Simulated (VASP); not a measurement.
# Sc3Te (Fm-3m) in VASP: a series of runs

Aim: see how the results for Sc3Te move with the level of theory and the settings. Levels: PBE+D3(BJ), PBE+D4, PBE+TS, PBE+TS-HI. Tasks: relaxation of cell and atoms.

All numbers are computed with VASP 6.6.1; they aren't measurements. Logs are shortened: lines on timing, memory, paths and dates and some standing lists are left out, and cuts for length are marked.

## (1) The crystal as given

Symmetry: Fm-3m, No. 225, cubic system. The conventional cell has a = 7.139 Å, b = 7.139 Å, c = 7.139 Å, α = 90.00°, β = 90.00°, γ = 90.00°. Sc (site symmetry -43m) is surrounded by 4 Sc at 3.09 Å and 4 Te at 3.09 Å. Sc (site symmetry m-3m) is surrounded by 8 Sc at 3.09 Å. Te (site symmetry m-3m) is surrounded by 8 Sc at 3.09 Å.

The cell was built by a generator and needn't be a form met in nature.

## (2) Relaxation of cell and atoms, PBE+D3(BJ)

Input file INCAR:

```
PREC = Accurate
ENCUT = 600
EDIFF = 1E-7
ISMEAR = -1
SIGMA = 0.05
LREAL = F
LASPH = T
NELM = 100
ALGO = Normal
ISIF = 3
LWAVE = F
LCHARG = F
GGA = PE
IVDW = 12
IBRION = 2
NSW = 60
EDIFFG = -0.01
```

Input file KPOINTS:

```
Automatic mesh
0
Gamma
  5 5 5
```

Input file POSCAR:

```
Sc3Te
1.0
    0.0000000000      3.5695000000      3.5695000000
    3.5695000000      0.0000000000      3.5695000000
    3.5695000000      3.5695000000      0.0000000000
Sc Te
3 1
Direct
    0.2500000000      0.2500000000      0.2500000000
    0.7500000000      0.7500000000      0.7500000000
    0.5000000000      0.5000000000      0.5000000000
    0.0000000000      0.0000000000      0.0000000000
```

Potentials or basis: VASP PAW PBE potentials, release 64 (Sc_sv, Te).

On the command line:

```
$ cat potpaw_PBE.64/Sc_sv/POTCAR potpaw_PBE.64/Te/POTCAR > POTCAR
$ mpirun -np 1 vasp_std > vasp.out
```

OUTCAR:

```text
PREC = Accurate
   ENCUT = 600
   EDIFF = 1E-7
   ISMEAR = -1
   LREAL = F
   LASPH = T
   NELM = 100
   ISIF = 3
   GGA = PE
   IVDW = 12
   IBRION = 2
   NSW = 60
   EDIFFG = -0.01
 IVDW          = 12

 ion  position               nearest neighbor table
   1  0.250  0.250  0.250-   3 3.09   4 3.09   4 3.09   4 3.09   4 3.09   3 3.09   3 3.09   3 3.09

   2  0.750  0.750  0.750-   3 3.09   4 3.09   3 3.09   3 3.09   3 3.09   4 3.09   4 3.09   4 3.09

   3  0.500  0.500  0.500-   1 3.09   2 3.09   1 3.09   1 3.09   1 3.09   2 3.09   2 3.09   2 3.09

   4  0.000  0.000  0.000-   1 3.09   2 3.09   2 3.09   2 3.09   2 3.09   1 3.09   1 3.09   1 3.09

  LATTYP: Found a face centered cubic cell.
 ALAT       =     7.1390000000

  Lattice vectors:

 A1 = (   0.0000000000,   3.5695000000,   3.5695000000)
 A2 = (   3.5695000000,   0.0000000000,   3.5695000000)
 A3 = (   3.5695000000,   3.5695000000,   0.0000000000)

Analysis of symmetry for initial positions (statically):
=====================================================================
 Subroutine PRICEL returns:
 Original cell was already a primitive cell.

 Routine SETGRP: Setting up the symmetry group for a
 face centered cubic supercell.

 Subroutine GETGRP returns: Found 48 space group operations
 (whereof 48 operations were pure point group operations)
 out of a pool of 48 trial point group operations.

The static configuration has the point symmetry O_h .

Analysis of symmetry for dynamics (positions and initial velocities):
=====================================================================
 Subroutine PRICEL returns:
 Original cell was already a primitive cell.

 Routine SETGRP: Setting up the symmetry group for a
 face centered cubic supercell.

 Subroutine GETGRP returns: Found 48 space group operations
 (whereof 48 operations were pure point group operations)
 out of a pool of 48 trial point group operations.

The dynamic configuration has the point symmetry O_h .

 Subroutine INISYM returns: Found 48 space group operations
 (whereof 48 operations are pure point group operations),
 and found     1 'primitive' translations

----------------------------------------------------------------------------------------

                                     Primitive cell

  volume of cell :      90.9604

  direct lattice vectors                    reciprocal lattice vectors
     0.000000000  3.569500000  3.569500000    -0.140075641  0.140075641  0.140075641
     3.569500000  0.000000000  3.569500000     0.140075641 -0.140075641  0.140075641
     3.569500000  3.569500000  0.000000000     0.140075641  0.140075641 -0.140075641

  length of vectors
     5.048035311  5.048035311  5.048035311     0.242618127  0.242618127  0.242618127

  position of ions in fractional coordinates (direct lattice)
     0.250000000  0.250000000  0.250000000
     0.750000000  0.750000000  0.750000000
     0.500000000  0.500000000  0.500000000
     0.000000000  0.000000000  0.000000000

  ion indices of the primitive-cell ions
   primitive index   ion index
                 1           1
                 2           2
                 3           3
                 4           4

----------------------------------------------------------------------------------------

 KPOINTS: Automatic mesh

Automatic generation of k-mesh.
 Grid dimensions read from file:
 generate k-points for:    5    5    5

 Generating k-lattice:

  Cartesian coordinates                     Fractional coordinates (reciprocal lattice)
    -0.028015128  0.028015128  0.028015128     0.200000000  0.000000000  0.000000000
     0.028015128 -0.028015128  0.028015128     0.000000000  0.200000000  0.000000000
     0.028015128  0.028015128 -0.028015128     0.000000000  0.000000000  0.200000000

  Length of vectors
     0.048523625  0.048523625  0.048523625

  Shift w.r.t. Gamma in fractional coordinates (k-lattice)
     0.000000000  0.000000000  0.000000000

 Subroutine IBZKPT returns following result:
 ===========================================

 Found     10 irreducible k-points:

 Following reciprocal coordinates:
            Coordinates               Weight
  0.000000  0.000000  0.000000      1.000000
  0.200000  0.000000  0.000000      8.000000
  0.400000  0.000000  0.000000      8.000000
  0.200000  0.200000  0.000000      6.000000
  0.400000  0.200000  0.000000     24.000000
 -0.400000  0.200000  0.000000     24.000000
 -0.200000  0.200000  0.000000     12.000000
  0.400000  0.400000  0.000000      6.000000
 -0.400000  0.400000  0.000000     12.000000
 -0.400000  0.400000  0.200000     24.000000
   k-points           NKPTS =     10   k-points in BZ     NKDIM =     10   number of bands    NBANDS=     23
   number of dos      NEDOS =    301   number of ions     NIONS =      4
   total plane-waves  NPLWV =  64000
   dimension x,y,z NGX =    40 NGY =   40 NGZ =   40
   dimension x,y,z NGXF=    80 NGYF=   80 NGZF=   80
   ions per type =               3   1
   NGX,Y,Z   is equivalent  to a cutoff of  13.17, 13.17, 13.17 a.u.
   NGXF,Y,Z  is equivalent  to a cutoff of  26.35, 26.35, 26.35 a.u.
 SYSTEM =  unknown system
   PREC   = accura    normal or accurate (medium, high low for compatibility)
   ISTART =      0    job   : 0-new  1-cont  2-samecut
   ICHARG =      2    charge: 1-file 2-atom 10-const
   ISPIN  =      1    spin polarized calculation?
   LNONCOLLINEAR =      F non collinear calculations
   LSORBIT =      F    spin-orbit coupling
   LASPH  =      T    aspherical Exc in radial PAW
   ENCUT  =  600.0 eV  44.10 Ry    6.64 a.u.  10.08 10.08 10.08*2*pi/ulx,y,z
   NELM   =    100;   NELMIN=  2; NELMDL= -5     # of ELM steps
   EDIFF  = 0.1E-06   stopping-criterion for ELM
   LREAL  =      F    real-space projection
   EDIFFG = -.1E-01   stopping-criterion for IOM
   NSW    =     60    number of steps for IOM
   IBRION =      2    ionic relax: 0-MD 1-quasi-New 2-CG
   NFREE  =      1    steps in history (QN), initial steepest desc. (CG)
   ISIF   =      3    stress and relaxation
   ISYM   =      2    0-nonsym 1-usesym 2-fastsym
   POTIM  = 0.5000    time-step for ionic-motion
   TEBEG  =    0.0;   TEEND  =   0.0 temperature during run
   PSTRESS=    0.0 pullay stress
   NELECT =      39.0000    total number of electrons
   NUPDOWN=      -1.0000    fix difference up-down
   EMIN   =  10.00;   EMAX   =-10.00  energy-range for DOS
   EFERMI =   0.00;   METHOD = LEGACY
   ISMEAR =    -1;   SIGMA  =   0.05  broadening in eV -4-tet -1-fermi 0-gaus
   EFERMI_NEDOS =   21; number of points for ismear=-14 and -15
   IALGO  =     38    algorithm
   IMIX   =      4    mixing-type and parameters
     AMIX     =   0.40;   BMIX     =  1.00
     AMIX_MAG =   1.60;   BMIX_MAG =  1.00
  volume/ion in A,a.u.               =      22.74       153.46
  Fermi-wavevector in a.u.,A,eV,Ry     =   1.234466  2.332802 20.733990  1.523905
  Thomas-Fermi vector in A             =   2.369155
   LORBIT       =      0    0 simple, 1 ext, 2 COOP (PROOUT), +10 PAW based schemes
   GGA     = PE    functional components
   LHFCALC =     F    Hartree Fock is set to
   AEXX    =    0.0000 exact exchange contribution
   IVDW    =    12    specifies the selected vdW correction
   LEPSILON=     F    determine dielectric tensor
   LRPA    =     F    only Hartree local field effects (RPA)
 conjugate gradient relaxation of ions
 non-spin polarized calculation
  energy-cutoff  :      600.00
  volume of cell :       90.96
 maximum number of plane-waves:      3071
   NGX = 21   NGY = 21   NGZ = 21

--------------------------------------- Ionic step        1  -------------------------------------------

 number of electron      39.0000007 magnetization

 Free energy of the ion-electron system (eV)
  ---------------------------------------------------
  ext. energy  EPLUGINS =         0.00000000
  ---------------------------------------------------
  free energy    TOTEN  =       -22.62746251 eV

  energy without entropy =      -22.57495436  energy(sigma->0) =      -22.60120843

------------------------ aborting loop because EDIFF is reached ----------------------------------------

 Edisp (eV)   -1.87799

 E8    (eV) :    -0.8929

  FORCE on cell =-STRESS in cart. coord.  units (eV):
  Direction    XX          YY          ZZ          XY          YZ          ZX
  --------------------------------------------------------------------------------------
  -------------------------------------------------------------------------------------
  Total      -1.93945    -1.93945    -1.93945     0.00000     0.00000     0.00000
  in kB     -34.16152   -34.16152   -34.16152     0.00000     0.00000     0.00000
  external pressure =      -34.16 kB  Pullay stress =        0.00 kB

 VOLUME and BASIS-vectors are now :
 -----------------------------------------------------------------------------
  energy-cutoff  :      600.00
  volume of cell :       90.96
      direct lattice vectors                 reciprocal lattice vectors
     0.000000000  3.569500000  3.569500000    -0.140075641  0.140075641  0.140075641
     3.569500000  0.000000000  3.569500000     0.140075641 -0.140075641  0.140075641
     3.569500000  3.569500000  0.000000000     0.140075641  0.140075641 -0.140075641

 POSITION                                       TOTAL-FORCE (eV/Angst)
 -----------------------------------------------------------------------------------
      1.78475      1.78475      1.78475         0.000000      0.000000      0.000000
      5.35425      5.35425      5.35425        -0.000000     -0.000000     -0.000000
      3.56950      3.56950      3.56950        -0.000000      0.000000     -0.000000
      0.00000      0.00000      0.00000        -0.000000      0.000000     -0.000000
 -----------------------------------------------------------------------------------
    total drift:                               -0.000000     -0.000000      0.000000
[... 25 lines left out ...]
 VOLUME and BASIS-vectors are now :
 -----------------------------------------------------------------------------
  energy-cutoff  :      600.00
  volume of cell :       84.73
      direct lattice vectors                 reciprocal lattice vectors
     0.000000000  3.486005606  3.486005606    -0.143430636  0.143430636  0.143430636
     3.486005606  0.000000000  3.486005606     0.143430636 -0.143430636  0.143430636
     3.486005606  3.486005606 -0.000000000     0.143430636  0.143430636 -0.143430636

 POSITION                                       TOTAL-FORCE (eV/Angst)
 -----------------------------------------------------------------------------------
      1.74300      1.74300      1.74300         0.000000      0.000000      0.000000
      5.22901      5.22901      5.22901        -0.000000      0.000000      0.000000
      3.48601      3.48601      3.48601        -0.000000     -0.000000     -0.000000
      6.97201      3.48601      3.48601        -0.000000     -0.000000     -0.000000
 -----------------------------------------------------------------------------------
    total drift:                               -0.000000     -0.000000      0.000000

  FREE ENERGIE OF THE ION-ELECTRON SYSTEM (eV)
  ---------------------------------------------------
  free  energy   TOTEN  =       -24.5630949865 eV

  energy  without entropy=      -24.5170580218  energy(sigma->0) =      -24.54007650

--------------------------------------- Ionic step        3  -------------------------------------------

 number of electron      39.0000000 magnetization

 Free energy of the ion-electron system (eV)
  ---------------------------------------------------
  ext. energy  EPLUGINS =         0.00000000
  ---------------------------------------------------
  free energy    TOTEN  =       -22.56662702 eV

  energy without entropy =      -22.52083754  energy(sigma->0) =      -22.54373228

 E-fermi :   6.9960     XC(G=0): -10.6683

 val. band max:        6.9658515027   @ k =   0.0000   0.0000   0.0000
 cond. band min:       7.0399590259   @ k =   0.2000   0.2000   0.0000
 fundamental gap:      0.0741075232
 Fermi energy:         6.9960080775

 k-point     1 :       0.0000    0.0000    0.0000
  band No.  band energies     occupation
      1     -42.3868      2.00000
      2     -42.3021      2.00000
      3     -42.2425      2.00000
      4     -21.1445      2.00000
      5     -21.1445      2.00000
      6     -21.1445      2.00000
[... 15 lines left out ...]
     22       6.9659      1.29274
     23       9.3549      0.00000

 k-point     2 :       0.2000    0.0000    0.0000
  band No.  band energies     occupation
      1     -42.3756      2.00000
      2     -42.3047      2.00000
      3     -42.2511      2.00000
      4     -21.1766      2.00000
      5     -21.1705      2.00000
      6     -21.1705      2.00000
[... 240 lines left out ...]
 VOLUME and BASIS-vectors are now :
 -----------------------------------------------------------------------------
  energy-cutoff  :      600.00
  volume of cell :       85.63
      direct lattice vectors                 reciprocal lattice vectors
     0.000000000  3.498394723  3.498394723    -0.142922694  0.142922694  0.142922694
     3.498394723  0.000000000  3.498394723     0.142922694 -0.142922694  0.142922694
     3.498394723  3.498394723 -0.000000000     0.142922694  0.142922694 -0.142922694

 POSITION                                       TOTAL-FORCE (eV/Angst)
 -----------------------------------------------------------------------------------
      1.74920      1.74920      1.74920         0.000000      0.000000      0.000000
      5.24759      5.24759      5.24759        -0.000000     -0.000000     -0.000000
      3.49839      3.49839      3.49839         0.000000      0.000000      0.000000
      0.00000      0.00000      0.00000         0.000000      0.000000      0.000000
 -----------------------------------------------------------------------------------
    total drift:                               -0.000000     -0.000000      0.000000

  FREE ENERGIE OF THE ION-ELECTRON SYSTEM (eV)
  ---------------------------------------------------
  free  energy   TOTEN  =       -24.5651632903 eV

  energy  without entropy=      -24.5193738182  energy(sigma->0) =      -24.54226855

 reached required accuracy - stopping structural energy minimisation
```

Run time: 97 s. Hardware: 1 thread of Intel Xeon Platinum 8375C at 2.90GHz (Ice Lake), shared host; peak memory 0.25 GiB.

What came out:

* Free energy: -24.5652 eV
* Relaxed volume: 21.41 Å³/atom
* Relaxed cell: a = 4.947 Å, b = 4.947 Å, c = 4.947 Å, α = 60.00°, β = 60.00°, γ = 60.00°
* Space group after relaxing (to 0.05 Å): Fm-3m (No. 225)
* Energy gained by relaxing: 14.9 meV/atom
* Ionic steps: 3
* Pressure after relaxing: 0.0 GPa
* Band gap on the k mesh: none (metal or under the smearing width)
* Dispersion energy per atom: -0.500 eV

Step by step:
```tsv
step	energy change (eV)	largest force (eV/Å)	pressure (GPa)	volume (Å³)
1	0.0000	0.0000	-3.42	90.96
2	-0.0576	0.0000	0.70	84.73
3	-0.0597	0.0000	0.03	85.63
```

Final structure:
```
Sc Te
1.0
     0.00000    3.49839    3.49839
     3.49839    0.00000    3.49839
     3.49839    3.49839    0.00000
Sc Te
3 1
Cartesian
  1.7492 1.7492 1.7492
  5.2476 5.2476 5.2476
  3.4984 3.4984 3.4984
  0.0000 0.0000 0.0000
```

Caveat: pairwise dispersion overbinds metals, which lowers pressure and volume. Spin-orbit coupling is left out, which matters for the levels of Te.

## (3) Relaxation of cell and atoms, PBE+D4

INCAR, as its differences from that of step 2:

```diff
@@ -13,3 +13,3 @@
 GGA = PE
-IVDW = 12
+IVDW = 13
 IBRION = 2
```

KPOINTS is that of step 2.

POSCAR is that of step 2.

Potentials or basis: VASP PAW PBE potentials, release 64 (Sc_sv, Te).

On the command line:

```
$ cat potpaw_PBE.64/Sc_sv/POTCAR potpaw_PBE.64/Te/POTCAR > POTCAR
$ mpirun -np 1 vasp_std > vasp.out
```

Run time: 85 s. Hardware: 1 thread of Intel Xeon Platinum 8375C at 2.90GHz (Ice Lake), shared host; peak memory 0.25 GiB.

The run converged. Its results:

| Quantity | Value |
| --- | --- |
| Free energy | -24.1459 eV |
| Relaxed volume | 21.75 Å³/atom |
| Relaxed cell | a = 4.974 Å, b = 4.974 Å, c = 4.974 Å, α = 60.00°, β = 60.00°, γ = 60.00° |
| Space group after relaxing (to 0.05 Å) | Fm-3m (No. 225) |
| Energy gained by relaxing | 8.2 meV/atom |
| Ionic steps | 3 |
| Pressure after relaxing | 0.0 GPa |
| Band gap on the k mesh | none (metal or under the smearing width) |
| Dispersion energy per atom | -0.388 eV |

The path:
| step | energy change (eV) | largest force (eV/Å) | pressure (GPa) | volume (Å³) |
| --- | --- | --- | --- | --- |
| 1 | 0.0000 | 0.0000 | -2.53 | 90.96 |
| 2 | -0.0316 | 0.0000 | 0.53 | 86.31 |
| 3 | -0.0328 | 0.0000 | 0.01 | 87.00 |

Final structure:
```yaml
crystal:
  lattice:
    - [0.00000, 3.51697, 3.51697]
    - [3.51697, 0.00000, 3.51697]
    - [3.51697, 3.51697, 0.00000]
  atoms:
    - { symbol: Sc, position: [0.25000, 0.25000, 0.25000] }
    - { symbol: Sc, position: [0.75000, 0.75000, 0.75000] }
    - { symbol: Sc, position: [0.50000, 0.50000, 0.50000] }
    - { symbol: Te, position: [0.00000, 0.00000, 0.00000] }
```

Levels at points of the mesh, in eV from the Fermi level:
```csv
k point,band 15,band 16,band 17,band 18,band 19,band 20,band 21,band 22,band 23
"(0.00, 0.00, 0.00)",-4.26,-4.26,-1.92,-1.44,-1.44,-0.03,-0.03,-0.03,2.33
```

Caveat: pairwise dispersion overbinds metals, which lowers pressure and volume. The run has no spin-orbit coupling, so splittings on Te are missing.

(Continued in part 2 of 2.)
